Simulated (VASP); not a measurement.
OSZICAR of a VASP run on CaGa2As2 (atoms displaced from the space group 166 structure):

OSZICAR:
```
       N       E                     dE             d eps       ncg     rms          rms(c)
DAV:   1     0.293329709132E+03    0.29333E+03   -0.16539E+04  3419   0.162E+03
DAV:   2     0.670210258074E+01   -0.28663E+03   -0.28111E+03  3835   0.396E+02
DAV:   3    -0.223143153860E+02   -0.29016E+02   -0.28233E+02  3967   0.119E+02
DAV:   4    -0.238860779970E+02   -0.15718E+01   -0.15639E+01  5876   0.245E+01
DAV:   5    -0.239261091126E+02   -0.40031E-01   -0.39958E-01  4692   0.312E+00    0.543E+00
DAV:   6    -0.234461755243E+02    0.47993E+00   -0.11126E+00  4915   0.107E+01    0.313E+00
DAV:   7    -0.233725468038E+02    0.73629E-01   -0.42659E-01  3797   0.331E+00    0.971E-01
DAV:   8    -0.233660710725E+02    0.64757E-02   -0.43244E-02  4554   0.275E+00    0.228E-01
DAV:   9    -0.233658967610E+02    0.17431E-03   -0.60346E-03  5101   0.166E+00    0.785E-02
DAV:  10    -0.233659293300E+02   -0.32569E-04   -0.76140E-04  5546   0.568E-01    0.488E-02
DAV:  11    -0.233659543447E+02   -0.25015E-04   -0.20257E-04  4169   0.105E-01    0.123E-02
DAV:  12    -0.233659542414E+02    0.10332E-06   -0.25077E-05  4747   0.742E-02    0.649E-03
DAV:  13    -0.233659546116E+02   -0.37027E-06   -0.42591E-06  3666   0.217E-02
   1 F= -.23365955E+02 E0= -.23363902E+02  d E =-.410537E-02
```

**Question.** Which electronic solver shows in the log?

**Answer.** It is blocked Davidson (ALGO = Normal, or the opening steps of other solvers). The INCAR had ALGO = Normal.

**Question.** Can the final energy be trusted as converged?

**Answer.** The run converged. It stopped with EDIFF = 1E-6, NELM = 100 (LDA (Ceperley-Alder, Perdew-Zunger), plane waves, VASP's LDA PAW potentials (set 64)).

The structure comes from a computed database's CaGa2As2 entry; how it stands against other phases isn't given here. The cell was not relaxed at this level, atoms are displaced from their ideal sites.
